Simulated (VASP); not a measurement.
ZnCd2SeS2: relaxation of cell and atoms with PBE

Crystal: ZnCd2SeS2.

```
Zn Cd Se S
1.0
     4.84310    0.00000    0.00000
    -2.42155    4.19425    0.00000
     0.00000    0.00000    7.53766
Zn Cd Se S
1 2 1 2
Direct
  0.00000 0.00000 0.50000
  0.33333 0.66667 0.00000
  0.66667 0.33333 0.00000
  0.00000 0.00000 0.00000
  0.33333 0.66667 0.50000
  0.66667 0.33333 0.50000
```

The cell was built by a generator and needn't be a form met in nature.

```yaml
Program: VASP 6.6.1
Task: relaxation of cell and atoms
Functional: PBE
Potentials_or_basis: VASP PAW PBE potentials, release 64 (Zn, Cd, Se, S)
Cutoff: 520 eV
k_mesh: 3 × 3 × 2
Occupations: gaussian, width 0.15 eV
Spin: no spin polarisation
Further_INCAR_settings: PREC = Normal; ALGO = Fast; EDIFF = 0.0001; IBRION = 2; EDIFFG = -0.08; NSW = 24; ISIF = 3
```

The relaxed volume is 20.51 Å³/atom. The relaxed cell is a = 5.248 Å, b = 5.248 Å, c = 5.160 Å, α = 90.00°, β = 90.00°, γ = 120.00°, the space group after relaxing (to 0.05 Å) is P6/mmm (No. 191) and the energy gained by relaxing is 285.9 meV/atom. The ionic steps are 13. The pressure after relaxing is 0.4 GPa and the band gap on the k mesh is none (metal or under the smearing width).

Stress tensor (GPa, compression positive):
```
0.32 0.00 0.00
0.00 0.32 0.00
0.00 0.00 0.59
```

Step by step:
```
step  energy change (eV)  largest force (eV/Å)  pressure (GPa)  volume (Å³)
   1              0.0000                0.0000            0.08       153.11
   2             -0.0879                0.0000           -1.78       153.34
   3             -0.1351                0.0000           -3.92       153.38
   4             -0.1708                0.0000           -4.07       151.86
   5             -0.2916                0.0000           -4.28       147.27
   6             -0.6717                0.0000           -4.16       137.89
   7             -1.6609                0.0000            2.97       118.29
   8             -1.6391                0.0000            0.78       121.14
   9             -1.6647                0.0000            2.13       119.14
  10             -1.6005                0.0000            4.47       117.70
  11             -1.6724                0.0000            2.71       118.80
  12             -1.7073                0.0000            1.05       121.51
  13             -1.7154                0.0000            0.41       123.08
```

Final structure:
```
Zn Cd Se S
1.0
     5.24817    0.00000    0.00000
    -2.62409    4.54505    0.00000
     0.00000    0.00000    5.15986
Zn Cd Se S
1 2 1 2
Direct
  0.00000 0.00000 0.50000
  0.33333 0.66667 0.00000
  0.66667 0.33333 0.00000
  0.00000 0.00000 0.00000
  0.33333 0.66667 0.50000
  0.66667 0.33333 0.50000
```

Levels at points of the mesh, in eV from the Fermi level:
```tsv
k point	band 24	band 25	band 26	band 27	band 28	band 29
(0.00, 0.00, 0.00)	-2.77	-2.38	-2.29	-0.60	-0.54	-0.54
(0.00, 0.00, 0.50)	-2.32	-2.24	-1.28	-1.28	1.27	1.27
```

Run time: 78 s on 1 thread of Intel(R) Xeon(R) 6975P-C (Granite Rapids), with other jobs on the host, peak memory 0.21 GiB.

Caveat: the k mesh is coarse (spacing up to 0.50 Å⁻¹), so the values aren't converged; the volume moved by over 15 % at a fixed basis, so the end points are rough; the relaxation stopped at a loose force limit of 0.08 eV/Å, so its end isn't a converged minimum.
